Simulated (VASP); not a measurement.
Data:

```
TiC
1.0
    0.00000     2.11965     2.11965
    2.11965     0.00000     2.11965
    2.11965     2.11965     0.00000
Ti C
1 1
Direct
  0.00000   0.00000   0.00000
  0.50000   0.50000   0.50000
```

Level of theory: LDA (Ceperley-Alder, Perdew-Zunger), VASP's LDA PAW potentials (set 64) (plane waves; VASP 6.6.1). Settings: 620 eV cut-off, 15×15×15 Γ-centred mesh, first-order Methfessel-Paxton smearing of 0.10 eV, potentials Ti_sv C.

**Question.** Predict the energy per atom (σ→0), pressure, band gap (on the k-mesh) with the smallest direct gap where there is one.

**Answer.** 
```yaml
band gap (on the k-mesh): none (metal, semimetal or under 0.01 eV)
energy per atom (σ→0): -10.267 eV/atom
pressure: 4.91 GPa
```

The absolute energy has meaning only against runs of the same code, potentials and settings.

The compound is TiC in the rock salt structure. It was relaxed first under an external pressure of 5 GPa.
